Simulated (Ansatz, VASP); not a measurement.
## Cross-check of NbTeS (2H-NbSTe bilayer, 2H (AA')) between VASP and Ansatz

One calculation is typed for both programs; each brings its own data sets. How far apart do they land? The structure shown is the start of the Ansatz relaxation below; VASP solves that cell, so the two are compared at the walk's first step.

Program: Ansatz 0.2.0. Level of theory: plane waves, with VASP 6.6.1 beside it; single point at LDA. Results are calculated unless marked as measured.

### Step 1. The structure

The cell holds 6 atoms: 2 Te, 2 Nb and 2 S. Cell: a = 3.620 Å, b = 3.620 Å, c = 51.008 Å, α = 90.0°, β = 90.0°, γ = 120.0°. Vacuum lies along c.

### Step 2. Ansatz: relaxation, LDA

Ansatz runs on its default PAW (the set named soft_2) files.

The two programs are compared at the cell with which this relaxation starts, whose forces are those of its first step.

Contents of input.yaml:

```yaml
crystal:
  lattice:
    - [3.620432, 0.0, 0.0]
    - [-1.810216, 3.1353860847, 0.0]
    - [0.0, 0.0, 51.0079885239]
  atoms:
    - { symbol: Te, position: [0.3333333333, 0.6666666667, 0.401897832] }
    - { symbol: Nb, position: [0.0, 0.0, 0.4406250738], spin: 1.0 }
    - { symbol: S, position: [0.3333333333, 0.6666666667, 0.4691224836] }
    - { symbol: Te, position: [0.0, 0.0, 0.5308775164] }
    - { symbol: Nb, position: [0.3333333333, 0.6666666667, 0.5696047582], spin: 1.0 }
    - { symbol: S, position: [0.0, 0.0, 0.598102168] }
  periodic: [true, true, false]
magnetization:
  spin_polarized: true
kpoints:
  mp_grid: { grid: [12, 12, 1] }
hamiltonian:
  xc: lda
scf:
  occupations: { method: fermi_dirac, width: 0.05 }
  convergence: { dr2_threshold: 1.0e-09 }
relax:
  f_tol: 0.004
  max_steps: 90
  cell: {}
output:
  write_potential: true
  write_density: true
  volumetric_format: npy
```

Run with:

```console
$ ansatz run input.yaml --threads 4 --pin off --max-ram 6144MiB --backend cpu --events-out ev --progress --plain --runs-dir out
```

Numbers of over 12 decimals in the logs are rounded to 6 here.

What it wrote:

```text
Warning: relax.cell: scf.convergence.dr2_threshold = 1e-9 eV is looser than the 1.4988024397e-10 eV advised for a relaxation that steers and ends on the stress (1e-10 eV for each atom of the cell: 6, times the square of relax.cell.stress_2d_tol = 0.05 N/m over 20.0 Å (the atoms' height at the walk's start and 5 Å past either face), 2.499e-2 GPa, over a crystal's default 0.05). What an SCF threshold leaves in a stress goes as its square root, and in the free energy as the threshold itself, and one threshold admits the most on a small cell: [figures from the program's tests cut] Set scf.convergence.dr2_threshold to 1.4988024397e-10 eV or tighter. [rest of the remark cut]
Engine: ansatz 0.2.0, x86_64-unknown-linux-gnu
Pseudopotentials: kind: paw
Pseudopotential: Te, paw, valence charge 16, recommended cutoff 420 eV (normal), Te.paw.azcp
Pseudopotential: Nb, paw, valence charge 13, recommended cutoff 420 eV (normal), Nb.paw.azcp
Pseudopotential: S, paw, valence charge 6, recommended cutoff 420 eV (normal), S.paw.azcp
Functional definition: SPW92
  exchange = slater_x
  correlation = pw_c
Crystal: 6 atoms, lattice volume = 579.015 Å³
Basis set: ecut = 420 eV, 11151 PW (Γ)
Bands: 44, of which v1, the nominal top of the filled ones, is band 35 counted from 1 (34 counted from 0)
Symmetry: 6 space group operations
Space group: P3m1 (ITA 156), of the structure as read, at distance tolerance 8.3e-5 Å
Magnetic group: BNS 156.49 (UNI 1279), of the structure as read, at distance tolerance 8.3e-5 Å
k-points: 19 of 144 (time reversal used)
Non-local potential: Te, projectors of the file, l = 0: 2, l = 1: 2, l = 2: 2, l = 3: 2
Non-local potential: Nb, projectors of the file, l = 0: 3, l = 1: 2, l = 2: 2, l = 3: 1
Non-local potential: S, projectors of the file, l = 0: 2, l = 1: 2, l = 2: 2
PAW form: soft (Blöchl's): semilocal exchange-correlation on the pseudo side does not see the compensation charge
PAW frozen core: Te, regenerated for the run's functional, and the local potential with it (the file was generated under x = pbe(κ = 0.804, μ = 0.219515), c = pbe(β = 0.066725))
PAW frozen core: Nb, regenerated for the run's functional, and the local potential with it (the file was generated under x = pbe(κ = 0.804, μ = 0.219515), c = pbe(β = 0.066725))
PAW frozen core: S, regenerated for the run's functional, and the local potential with it (the file was generated under x = pbe(κ = 0.804, μ = 0.219515), c = pbe(β = 0.066725))
PAW one-centre angular grid: Te, 590 points (default); XC on 64 Gauss nodes
PAW one-centre angular grid: Nb, 590 points (default); XC on 64 Gauss nodes
PAW one-centre angular grid: S, 110 points (default); XC on 64 Gauss nodes
Initial density: superposition of atomic densities (neutral atoms: chi_scale 0, normalization atom)
Starting moments: Σ|m| = 2 μB on 2 of 6 sites
Initial wavefunctions: pseudopotential atomic-orbital guess
Functional: x = slater, c = lda
SCF iter   1: F=—  HF=-24283.492762 eV  |F-HF|=—  |Δ(HF+E_count)|=         —  Δρ=1.54e-2 (↑1.54e-2 ↓1.22e-2)  dr2=7.70e0  dr2_m=5.05e-2  M=1.457 μB ∫|m|=1.647 μB  β_m=0.30  ethr=3.10e-3  ⟨swp⟩=17.9  Hψ=11518  notcnv=0
Mixer restart at iter 1: flushing history
preconditioner: auto → LDOS  [metal: Δε(μ)=0.017 eV  Ē_g=7.457 eV  σ=0.050 eV  W_gap=0.08  n_scr=30 (ndim 8)  ℏωp=9.0 eV  f_vac=0.724  D(μ)=3.09/eV (n_scr^D=14)]
spin=Collinear: LDOS preconditioning applied to the charge; magnetization (m = ρ↑ − ρ↓) channel mixes plain (no charge-response kernel on spin).
SCF iter   2: F=—  HF=-24282.609761 eV  |F-HF|=—  |Δ(HF+E_count)|=   8.83e-1  Δρ=9.34e-3 (↑9.34e-3 ↓7.47e-3)  dr2=2.46e0  dr2_m=2.40e-2  M=1.421 μB ∫|m|=1.586 μB  β_m=0.47  ethr=3.10e-3  ⟨swp⟩=3.6  Hψ=3281  notcnv=0  defer=119
SCF iter   3: F=—  HF=-24282.502809 eV  |F-HF|=—  |Δ(HF+E_count)|=   1.07e-1  Δρ=2.70e-3 (↑2.59e-3 ↓2.70e-3)  dr2=8.62e-2  dr2_m=4.20e-3  M=1.301 μB ∫|m|=1.419 μB  β_m=0.59  ethr=3.10e-3  ⟨swp⟩=3.2  Hψ=3111  notcnv=0  defer=119
SCF iter   4: F=—  HF=-24282.537530 eV  |F-HF|=—  |Δ(HF+E_count)|=         —  Δρ=2.39e-3 (↑2.39e-3 ↓1.88e-3)  dr2=2.00e-2  dr2_m=2.12e-2  M=0.920 μB ∫|m|=0.961 μB  β_m=0.59  ethr=1.23e-4  ⟨swp⟩=3.3  Hψ=3786  notcnv=0  defer=121
SCF iter   5: F=—  HF=-24282.536905 eV  |F-HF|=—  |Δ(HF+E_count)|=   6.25e-4  Δρ=1.31e-3 (↑1.31e-3 ↓1.24e-3)  dr2=1.71e-3  dr2_m=8.46e-3  M=0.796 μB ∫|m|=0.823 μB  β_m=0.79  ethr=2.86e-5  ⟨swp⟩=2.8  Hψ=2893  notcnv=0  defer=121
[...]
SCF iter   5: F=-24283.181181 eV  HF=-24283.181181 eV  |F-HF|=5.31e-10  |Δ(HF+E_count)|=   1.70e-9  Δρ=8.99e-8 (↑8.99e-8 ↓8.91e-8)  dr2=8.46e-10  dr2_m=8.21e-13  M=-0.000 μB ∫|m|=0.000 μB  ethr=1.43e-12  ⟨swp⟩=12.7  Hψ=13600  notcnv=0
the starting moments were not kept: the SCF closed with an absolute magnetisation of 1.8e-5 μB, where they sum to 2 μB in size (2 sites). That is at most 0.1 of that sum. Measured as dr2_m measures the in/out step, that magnetisation stands 3.6e-11 eV from none, at or under the dr2_threshold of 1.0e-9 eV: it is no larger than a step whose dr2_m would equal this threshold.
SCF 8 converged in 5 iterations: F = -24283.181181 eV  dr2 = 8.46e-10
relax step   8: F+E_penalty+E_count = -24283.18118094 eV  Δ(F+E_penalty+E_count) = +1.814e-3 eV  max|allowed force component| = 2.003e-3 eV/Å  Δτ_max = 0.0000 Å  P = -0.006 N/m  Ω = 524.929 Å³  fix = [c, alpha, beta]  reactions: c -0.000 N/m  stress off target by 5.51e-3 N/m on what of the cell is left free  SCF on the basis re-selected at this cell (its energy is not comparable with the rows above)  (5 SCF iters)
basis re-selected at this cell: Δ(F+E_penalty+E_count) = +1.814e-3 eV, ΔP = -0.008 N/m vs the last step (what re-selecting the basis moved, of the pressure what is left beyond the Pulay correction that the steps carried, after the strain that the cell walked since its last selection, with what the two solves' SCF thresholds leave and, on support functions, any second-order correction that the steps lacked; it is no measure of the basis error at this ecutwfc). The dense FFT grid was sized anew with the basis: this SCF ran on 24×24×360 points, the steps before it on 25×25×360, so part of this shift can come from that change (see relax.cell in the input reference). [rest of the remark cut]
WARN: The output density's exchange-correlation potential varies sharply where the density is thin. Do not read a vacuum level from v_tot or v_xc, or from such a field of the output density. On a cell that repeats whose density bears no net charge and no dipole along the vacuum's axis use v_es (v_loc + v_h of the components); under efield.dipole_correction with no amplitude use v_es + v_field, which holds any externa [...]
SCF converged after 5 iterations
Magnetization: -0.0000 μB (35.0000 up, 35.0000 down)
Absolute magnetization: 0.0000 μB (∫|ρ↑−ρ↓|, with the PAW one-centre terms)
Spin contamination: 0.0000 ħ² per cell (⟨S²⟩ above its minimum at these occupations)
Per-site moments (μB) at R_I (Å): [(-6.979606544594262e-8, 1.145564), (-6.091277053900111e-7, 1.006660), (-9.706649315809933e-8, 1.006660), (-9.655749235154125e-7, 1.150233), (-7.1965936186256585e-6, 1.001643), (-1.605383893668485e-6, 1.001643)]
Free energy (F): -24283.181181 eV
Harris-Foulkes:  -24283.181181 eV  (|F-HF|=5.31e-10)
Internal energy: -24283.115186 eV  (E = F + TS)
E sigma→0 (E₀):  -24283.148184 eV
Entropy (-TS):   -0.065995 eV (-10.999 meV/atom)
Fermi energy:    -5.447205 eV
--- Per-component energies (eV) ---
  E_band       = -1861.175342
  E_kinetic    = 1372.960424
  E_local      = -381176.118405  (includes V_loc(G=0)·N_el)
  E_nonlocal   = -302.110795
  E_hartree    = 190027.955558
  E_xc         = -791.471949
  E_vxc        = -813.593584  (∫ρ·V_xc dr)
  E_paw        = -16088.346722  (= ΣΔE_a)
  E_vpaw       = -998.228658  (= ΣTr[D̂ρ^β])
  E_aug_tail   = -0.000364  (compensation charges beyond the density's cutoff)
  E_ewald      = 182671.501961
  E_core_change = 2.515106  (= ΣΔE_core)
  E_smearing   = -0.065995  (= −TS)
  E_closure    = 0.000000  (closes the sum)
  Σ components = -24283.181181   (vs F -24283.181181, Δ=0.00e0)
--- Forces (eV/Å), atoms counted from 1 ---
  atom   1  Te     0.00000000    -0.00000000    -0.00021892
  atom   2  Nb     0.00000000    -0.00000000     0.00221352
  atom   3  S      0.00000000    -0.00000000     0.00038735
  atom   4  Te     0.00000000     0.00000000    -0.00041808
  atom   5  Nb     0.00000000     0.00000000    -0.00071466
  atom   6  S      0.00000000     0.00000000     0.00001149
  max |Σ_I F_I| component: 1.26e-3 eV/Å
--- 2D stress c σ (N/m, compression-positive) ---
       -0.005514      -0.000000      -0.000000
       -0.000000      -0.005514      -0.000000
       -0.000000      -0.000000      -0.000000
  P = ½ c Tr σ = -0.0055 N/m
--- Band table (eV; the first three rows and the last of 38) ---
  k-point 0 ↑: bands = [... 31 lower, -5.8541, -5.8159, -5.8159, -4.6145, -4.2545, -2.5131, -2.5131, -2.4163, ... 5 higher]
  k-point 1 ↑: bands = [... 31 lower, -5.9877, -5.9406, -5.9016, -4.6773, -4.4652, -2.5769, -2.5470, -2.4346, ... 5 higher]
  k-point 2 ↑: bands = [... 31 lower, -6.3750, -6.0837, -6.0510, -5.0139, -4.9602, -3.1812, -3.0443, -2.5996, ... 5 higher]
  k-point 18 ↓: bands = [... 31 lower, -8.2184, -7.0609, -6.9443, -5.2929, -5.1964, -3.7651, -3.7224, -2.7577, ... 5 higher]
  the weakly bound empty levels are not read free of the cell's end (no_gap_told)
--- Relaxed structure (7 steps of the walk, 7 accepted, 1 SCFs on fresh bases) ---
  F+E_penalty+E_count = -24283.18118094 eV   max|allowed force component| = 2.003e-3 eV/Å   (the final SCF, on the basis selected at the relaxed cell)
  cell:  # Å, volume = 524.9290 Å³
    - [3.447195, 0, 0]
    - [-1.723598, 2.985358, 0]
    - [0, 0, 51.0079885239]
  atoms:
    - { symbol: Te, position: [0.333333, 0.666667, 0.404346] }
    - { symbol: Nb, position: [3.0571435374830634e-18, -2.775557561562893e-17, 0.442318] }
    - { symbol: S, position: [0.333333, 0.666667, 0.470004] }
    - { symbol: Te, position: [-1.7589722028605193e-18, -2.7755575615628886e-17, 0.529904] }
    - { symbol: Nb, position: [0.333333, 0.666667, 0.568193] }
    - { symbol: S, position: [-4.7627832139327046e-18, -2.7755575615628886e-17, 0.595465] }
```

The column dr2 measures how far the density is from self-consistency, as an energy; F and HF (Harris–Foulkes) agree once it is small.

(Part 1 of 2 ends here.)

[Lines on the potential files, build, host, timing and source positions are cut from VASP's logs without a mark.]

[Logs are printed without paths, hosts, clocks, repeated set-up lines and the standing remarks that a program may print on its own settings, such as how far it seeks lower states.]

[Hosts, paths, dates, database ids (printed as entryN), source tags and the programs' standing remarks are cut or masked in the printed files.]
